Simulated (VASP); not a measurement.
Data:

```
CELL_PARAMETERS angstrom
      0.00000     3.21269     3.21269
      3.21269     0.00000     3.21269
      3.21269     3.21269     0.00000
ATOMIC_POSITIONS crystal
  Na 0.25000 0.25000 0.25000
  Na 0.75000 0.75000 0.75000
  S  0.00000 0.00000 0.00000
```

Level of theory: revTPSS meta-GGA, VASP's PBE PAW potentials (set 64) (plane waves; VASP 6.6.1). Run with 520 eV cut-off, 6×6×6 Γ-centred mesh, Gaussian smearing of 0.050 eV, potentials Na_pv S.

**Question.** Give the stress tensor in GPa (positive for a compressed cell).

**Answer.** 
```
1.79  0.00  0.00
0.00  1.79  0.00
0.00  0.00  1.79
```
The pressure is its mean diagonal, 1.79 GPa.

The compound is Na2S in the antifluorite structure. This cell is one point of a volume scan, at 0.94 of the reference volume.
